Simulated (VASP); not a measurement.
# WAu (F-43m) in VASP: notebook

The runs below take WAu through relaxation of cell and atoms, with PBE.

All numbers are computed with VASP 6.6.1; they aren't measurements. Logs are shortened: lines on timing, memory, paths and dates and some standing lists are left out, and cuts for length are marked.

### Step 1. Starting point

It takes space group F-43m (No. 216, cubic). The conventional cell has a = 5.496 Å, b = 5.496 Å, c = 5.496 Å, α = 90.00°, β = 90.00°, γ = 90.00°. W (site symmetry -43m) has 4 Au at 2.38 Å as nearest neighbours. Around Au (site symmetry -43m) lie 4 W at 2.38 Å.

The cell was built by a generator and needn't be a form met in nature.

### Step 2. Relaxation of cell and atoms, PBE

INCAR

```
PREC = Accurate
ENCUT = 600
EDIFF = 1E-6
ISMEAR = -1
SIGMA = 0.05
LREAL = F
LASPH = T
NELM = 60
ALGO = Fast
ISIF = 3
LWAVE = F
LCHARG = F
GGA = PE
IBRION = 2
NSW = 60
EDIFFG = -0.005
PSTRESS = 0
```

KPOINTS

```
regular mesh
0
Gamma
  8 8 8
```

POSCAR

```
WAu
1.0
    0.0000000000      2.7479792600      2.7479792600
    2.7479792600      0.0000000000      2.7479792600
    2.7479792600      2.7479792600      0.0000000000
W Au
1 1
Direct
    0.0000000000      0.0000000000      0.0000000000
    0.7500000000      0.7500000000      0.7500000000
```

Potentials or basis: VASP PAW PBE potentials, release 64 (W_sv, Au).

Launch:

```bash
$ cat potpaw_PBE.64/W_sv/POTCAR potpaw_PBE.64/Au/POTCAR > POTCAR
$ mpirun -np 1 vasp_std > vasp.out
```

OUTCAR:

```text
PREC = Accurate
   ENCUT = 600
   EDIFF = 1E-6
   ISMEAR = -1
   LREAL = F
   LASPH = T
   NELM = 60
   ISIF = 3
   GGA = PE
   IBRION = 2
   NSW = 60
   EDIFFG = -0.005
   PSTRESS = 0

 ion  position               nearest neighbor table
   1  0.000  0.000  0.000-   2 2.38   2 2.38   2 2.38   2 2.38
   2  0.750  0.750  0.750-   1 2.38   1 2.38   1 2.38   1 2.38

  LATTYP: Found a face centered cubic cell.
 ALAT       =     5.4959585200

  Lattice vectors:

 A1 = (   0.0000000000,   2.7479792600,   2.7479792600)
 A2 = (   2.7479792600,   0.0000000000,   2.7479792600)
 A3 = (   2.7479792600,   2.7479792600,   0.0000000000)

Analysis of symmetry for initial positions (statically):
=====================================================================
 Subroutine PRICEL returns:
 Original cell was already a primitive cell.

 Routine SETGRP: Setting up the symmetry group for a
 face centered cubic supercell.

 Subroutine GETGRP returns: Found 24 space group operations
 (whereof 24 operations were pure point group operations)
 out of a pool of 48 trial point group operations.

The static configuration has the point symmetry T_d .

Analysis of symmetry for dynamics (positions and initial velocities):
=====================================================================
 Subroutine PRICEL returns:
 Original cell was already a primitive cell.

 Routine SETGRP: Setting up the symmetry group for a
 face centered cubic supercell.

 Subroutine GETGRP returns: Found 24 space group operations
 (whereof 24 operations were pure point group operations)
 out of a pool of 48 trial point group operations.

The dynamic configuration has the point symmetry T_d .

 Subroutine INISYM returns: Found 24 space group operations
 (whereof 24 operations are pure point group operations),
 and found     1 'primitive' translations

----------------------------------------------------------------------------------------

                                     Primitive cell

  volume of cell :      41.5021

  direct lattice vectors                    reciprocal lattice vectors
     0.000000000  2.747979260  2.747979260    -0.181951883  0.181951883  0.181951883
     2.747979260  0.000000000  2.747979260     0.181951883 -0.181951883  0.181951883
     2.747979260  2.747979260  0.000000000     0.181951883  0.181951883 -0.181951883

  length of vectors
     3.886229539  3.886229539  3.886229539     0.315149905  0.315149905  0.315149905

  position of ions in fractional coordinates (direct lattice)
     0.000000000  0.000000000  0.000000000
     0.750000000  0.750000000  0.750000000

  ion indices of the primitive-cell ions
   primitive index   ion index
                 1           1
                 2           2

----------------------------------------------------------------------------------------

 KPOINTS: regular mesh

Automatic generation of k-mesh.
 Grid dimensions read from file:
 generate k-points for:    8    8    8

 Generating k-lattice:

  Cartesian coordinates                     Fractional coordinates (reciprocal lattice)
    -0.022743985  0.022743985  0.022743985     0.125000000  0.000000000  0.000000000
     0.022743985 -0.022743985  0.022743985     0.000000000  0.125000000  0.000000000
     0.022743985  0.022743985 -0.022743985     0.000000000  0.000000000  0.125000000

  Length of vectors
     0.039393738  0.039393738  0.039393738

  Shift w.r.t. Gamma in fractional coordinates (k-lattice)
     0.000000000  0.000000000  0.000000000

 Subroutine IBZKPT returns following result:
 ===========================================

 Found     29 irreducible k-points:

 Following reciprocal coordinates:
            Coordinates               Weight
  0.000000  0.000000  0.000000      1.000000
  0.125000  0.000000  0.000000      8.000000
  0.250000  0.000000  0.000000      8.000000
  0.375000  0.000000  0.000000      8.000000
  0.500000  0.000000  0.000000      4.000000
  0.125000  0.125000  0.000000      6.000000
[... 16 lines left out ...]
  0.500000  0.250000  0.125000     48.000000
 -0.375000  0.250000  0.125000     24.000000
 [... further k-points ...]
   k-points           NKPTS =     29   k-points in BZ     NKDIM =     29   number of bands    NBANDS=     16
   number of dos      NEDOS =    301   number of ions     NIONS =      2
   total plane-waves  NPLWV =  32768
   dimension x,y,z NGX =    32 NGY =   32 NGZ =   32
   dimension x,y,z NGXF=    64 NGYF=   64 NGZF=   64
   ions per type =               1   1
   NGX,Y,Z   is equivalent  to a cutoff of  13.69, 13.69, 13.69 a.u.
   NGXF,Y,Z  is equivalent  to a cutoff of  27.38, 27.38, 27.38 a.u.
 SYSTEM =  unknown system
   PREC   = accura    normal or accurate (medium, high low for compatibility)
   ISTART =      0    job   : 0-new  1-cont  2-samecut
   ICHARG =      2    charge: 1-file 2-atom 10-const
   ISPIN  =      1    spin polarized calculation?
   LNONCOLLINEAR =      F non collinear calculations
   LSORBIT =      F    spin-orbit coupling
   LASPH  =      T    aspherical Exc in radial PAW
   ENCUT  =  600.0 eV  44.10 Ry    6.64 a.u.   7.76  7.76  7.76*2*pi/ulx,y,z
   NELM   =     60;   NELMIN=  2; NELMDL= -5     # of ELM steps
   EDIFF  = 0.1E-05   stopping-criterion for ELM
   LREAL  =      F    real-space projection
   EDIFFG = -.5E-02   stopping-criterion for IOM
   NSW    =     60    number of steps for IOM
   IBRION =      2    ionic relax: 0-MD 1-quasi-New 2-CG
   NFREE  =      1    steps in history (QN), initial steepest desc. (CG)
   ISIF   =      3    stress and relaxation
   ISYM   =      2    0-nonsym 1-usesym 2-fastsym
   POTIM  = 0.5000    time-step for ionic-motion
   TEBEG  =    0.0;   TEEND  =   0.0 temperature during run
   PSTRESS=    0.0 pullay stress
   NELECT =      25.0000    total number of electrons
   NUPDOWN=      -1.0000    fix difference up-down
   EMIN   =  10.00;   EMAX   =-10.00  energy-range for DOS
   EFERMI =   0.00;   METHOD = LEGACY
   ISMEAR =    -1;   SIGMA  =   0.05  broadening in eV -4-tet -1-fermi 0-gaus
   EFERMI_NEDOS =   21; number of points for ismear=-14 and -15
   IALGO  =     68    algorithm
   IMIX   =      4    mixing-type and parameters
     AMIX     =   0.40;   BMIX     =  1.00
     AMIX_MAG =   1.60;   BMIX_MAG =  1.00
  volume/ion in A,a.u.               =      20.75       140.04
  Fermi-wavevector in a.u.,A,eV,Ry     =   1.382605  2.612744 26.008842  1.911596
  Thomas-Fermi vector in A             =   2.507280
   LORBIT       =      0    0 simple, 1 ext, 2 COOP (PROOUT), +10 PAW based schemes
   GGA     = PE    functional components
   LHFCALC =     F    Hartree Fock is set to
   AEXX    =    0.0000 exact exchange contribution
   IVDW    =     0    specifies the selected vdW correction
   LEPSILON=     F    determine dielectric tensor
   LRPA    =     F    only Hartree local field effects (RPA)
 conjugate gradient relaxation of ions
 non-spin polarized calculation
 RMM-DIIS sequential band-by-band and
  energy-cutoff  :      600.00
  volume of cell :       41.50
 maximum number of plane-waves:      1411
   NGX = 15   NGY = 15   NGZ = 15

--------------------------------------- Ionic step        1  -------------------------------------------

 number of electron      24.9999999 magnetization

 Free energy of the ion-electron system (eV)
  ---------------------------------------------------
  ext. energy  EPLUGINS =         0.00000000
  ---------------------------------------------------
  free energy    TOTEN  =       -11.64309905 eV

  energy without entropy =      -11.62681981  energy(sigma->0) =      -11.63495943

------------------------ aborting loop because EDIFF is reached ----------------------------------------

  FORCE on cell =-STRESS in cart. coord.  units (eV):
  Direction    XX          YY          ZZ          XY          YZ          ZX
  --------------------------------------------------------------------------------------
  -------------------------------------------------------------------------------------
  Total        8.5927950      8.5927950      8.5927950      0.0000000     -0.0000000     -0.0000000
  in kB      331.7223130    331.7223130    331.7223130      0.0000000     -0.0000000     -0.0000000
  external PRESSURE =     331.7223130 kB  Pullay stress =       0.0000000 kB
[... 21 lines left out ...]
  energy  without entropy=      -11.6268198110  energy(sigma->0) =      -11.63495943

--------------------------------------- Ionic step        2  -------------------------------------------

 number of electron      24.9999999 magnetization

 E-fermi :   2.1586     XC(G=0):  -8.7465

 val. band max:        2.1535515111   @ k =   0.3750   0.2500   0.0000
 cond. band min:       2.1745621338   @ k =   0.3750   0.2500   0.0000
 fundamental gap:      0.0210106226
 Fermi energy:         2.1585898565

 k-point     1 :       0.0000    0.0000    0.0000
  band No.  band energies     occupation
      1     -72.6341      2.00000
      2     -36.7090      2.00000
      3     -36.7090      2.00000
      4     -36.7090      2.00000
      5      -3.3818      2.00000
      6      -2.0007      2.00000
[... 8 lines left out ...]
     15       2.7753      0.00001
     16       8.4324      0.00000
[... 502 lines left out ...]
  FREE ENERGIE OF THE ION-ELECTRON SYSTEM (eV)
  ---------------------------------------------------
  free  energy   TOTEN  =       -12.3108805428 eV

  energy  without entropy=      -12.2908804354  energy(sigma->0) =      -12.30088049

[... ionic steps 4 to 16 ...]

--------------------------------------- Ionic step       17  -------------------------------------------

 number of electron      25.0000000 magnetization

------------------------ aborting loop because EDIFF is reached ----------------------------------------

  FORCE on cell =-STRESS in cart. coord.  units (eV):
  Direction    XX          YY          ZZ          XY          YZ          ZX
  --------------------------------------------------------------------------------------
  -------------------------------------------------------------------------------------
  Total        0.0592621      0.0592621      0.0592621      0.0000000     -0.0000000      0.0000000
  in kB        1.9293981      1.9293981      1.9293981      0.0000000     -0.0000000      0.0000000
  external PRESSURE =       1.9293981 kB  Pullay stress =       0.0000000 kB
[... 57 lines left out ...]
  energy  without entropy=      -12.3030554824  energy(sigma->0) =      -12.31278425

--------------------------------------- Ionic step       19  -------------------------------------------

 number of electron      25.0000000 magnetization

 Free energy of the ion-electron system (eV)
  ---------------------------------------------------
  ext. energy  EPLUGINS =         0.00000000
  ---------------------------------------------------
  free energy    TOTEN  =       -12.32251670 eV

  energy without entropy =      -12.30306948  energy(sigma->0) =      -12.31279309

 E-fermi :   5.6168     XC(G=0): -10.6478

 val. band max:        5.5826750861   @ k =  -0.3750   0.2500   0.1250
 cond. band min:       5.6521069246   @ k =   0.3750   0.2500   0.0000
 fundamental gap:      0.0694318385
 Fermi energy:         5.6168035387

 k-point     1 :       0.0000    0.0000    0.0000
  band No.  band energies     occupation
      1     -68.7252      2.00000
      2     -32.9108      2.00000
      3     -32.9108      2.00000
      4     -32.9108      2.00000
      5      -1.8995      2.00000
      6      -0.0969      2.00000
[... 8 lines left out ...]
     15       7.1353      0.00000
     16      13.9761      0.00000
[... 466 lines left out ...]
  FREE ENERGIE OF THE ION-ELECTRON SYSTEM (eV)
  ---------------------------------------------------
  free  energy   TOTEN  =       -12.3225166985 eV

  energy  without entropy=      -12.3030694824  energy(sigma->0) =      -12.31279309

 reached required accuracy - stopping structural energy minimisation
```

It took 5.9 min on 1 thread of Intel Xeon Platinum 8175M at 2.50GHz (Skylake/Cascade Lake), shared host; peak memory 0.21 GiB.

Results:

```
Free energy                            : -12.3225 eV
Relaxed volume                         : 24.63 Å³/atom
Relaxed cell                           : a = 4.115 Å, b = 4.115 Å, c = 4.115 Å, α = 60.00°, β = 60.00°, γ = 60.00°
Space group after relaxing (to 0.05 Å) : F-43m (No. 216)
Energy gained by relaxing              : 339.7 meV/atom
Ionic steps                            : 19
Pressure after relaxing                : 0.0 GPa
Band gap on the k mesh                 : none (metal or under the smearing width)
```

The path:
```
step  energy change (eV)  largest force (eV/Å)  pressure (GPa)  volume (Å³)
   1              0.0000                0.0000           33.17        41.50
   2              1.3252                0.0000          -17.67        73.03
   3             -0.6678                0.0000           -2.93        50.50
   4             -0.6787                0.0000           -0.73        49.57
   5             -0.6794                0.0000           -0.06        49.28
   6             -0.6792                0.0000            0.36        49.12
   7             -0.6793                0.0000            0.37        49.12
   8             -0.6793                0.0000            0.34        49.14
   9             -0.6793                0.0000            0.35        49.14
  10             -0.6793                0.0000            0.34        49.14
  11             -0.6793                0.0000            0.34        49.14
  12             -0.6793                0.0000            0.34        49.14
  13             -0.6793                0.0000            0.35        49.14
  14             -0.6793                0.0000            0.32        49.15
  15             -0.6793                0.0000            0.30        49.15
  16             -0.6794                0.0000            0.24        49.17
  17             -0.6794                0.0000            0.19        49.21
  18             -0.6794                0.0000           -0.07        49.29
  19             -0.6794                0.0000           -0.01        49.27
```

Final structure:
```
CELL_PARAMETERS angstrom
0.00000 2.90966 2.90966
2.90966 0.00000 2.90966
2.90966 2.90966 0.00000
ATOMIC_POSITIONS crystal
W 0.00000 0.00000 0.00000
Au 0.75000 0.75000 0.75000
```

Caveat: the volume moved by over 15 % at a fixed basis, so the end points are rough. Spin-orbit coupling is left out, which matters for the levels of Au, W.

### Step 3. Relaxation of cell and atoms, PBE, target pressure 2 GPa, at which the enthalpy is minimised

INCAR: that of step 2 with these lines changed.

```diff
@@ -16,2 +16,2 @@
 EDIFFG = -0.005
-PSTRESS = 0
+PSTRESS = 20
```

KPOINTS is that of step 2.

POSCAR is that of step 2.

Potentials or basis: VASP PAW PBE potentials, release 64 (W_sv, Au).

Launch:

```bash
$ cat potpaw_PBE.64/W_sv/POTCAR potpaw_PBE.64/Au/POTCAR > POTCAR
$ mpirun -np 1 vasp_std > vasp.out
```

It took 2.6 min on 1 thread of Intel Xeon Platinum 8175M at 2.50GHz (Skylake/Cascade Lake), shared host; peak memory 0.2 GiB.

Results (log left out):

```
Free energy                                            : -12.3180 eV
Relaxed volume                                         : 24.26 Å³/atom
Relaxed cell                                           : a = 4.094 Å, b = 4.094 Å, c = 4.094 Å, α = 60.00°, β = 60.00°, γ = 60.00°
Space group after relaxing (to 0.05 Å)                 : F-43m (No. 216)
Energy change on relaxing (the enthalpy is what falls) : -337.4 meV/atom
Ionic steps                                            : 5
Pressure after relaxing                                : 2.0 GPa
Band gap on the k mesh                                 : none (metal or under the smearing width)
```

The path:
```csv
step,energy change (eV),largest force (eV/Å),pressure (GPa),volume (Å³)
1,0.0000,0.0000,33.17,41.50
2,1.0772,0.0000,-17.75,70.78
3,-0.6784,0.0000,-0.90,49.63
4,-0.6774,0.0000,1.32,48.77
5,-0.6749,0.0000,1.98,48.52
```

Final structure:
```
CELL_PARAMETERS angstrom
0.00000 2.89497 2.89497
2.89497 0.00000 2.89497
2.89497 2.89497 0.00000
ATOMIC_POSITIONS crystal
W 0.00000 0.00000 0.00000
Au 0.75000 0.75000 0.75000
```

Levels at points of the mesh, in eV from the Fermi level:
| k point | band 11 | band 12 | band 13 | band 14 | band 15 | band 16 |
| --- | --- | --- | --- | --- | --- | --- |
| (0.00, 0.00, 0.00) | -0.75 | -0.75 | -0.75 | 1.57 | 1.57 | 8.43 |
| (0.50, 0.00, 0.00) | -1.86 | -0.26 | -0.26 | 1.39 | 1.39 | 2.03 |
| (0.50, 0.50, 0.00) | -2.78 | 0.38 | 1.26 | 1.49 | 1.49 | 2.78 |

Caveat: the cell is relaxed towards a set pressure, so the enthalpy falls and the energy may rise; the volume moved by over 15 % at a fixed basis, so the end points are rough. The run has no spin-orbit coupling, so splittings on Au, W are missing.

(Part 1 of 2 ends here.)
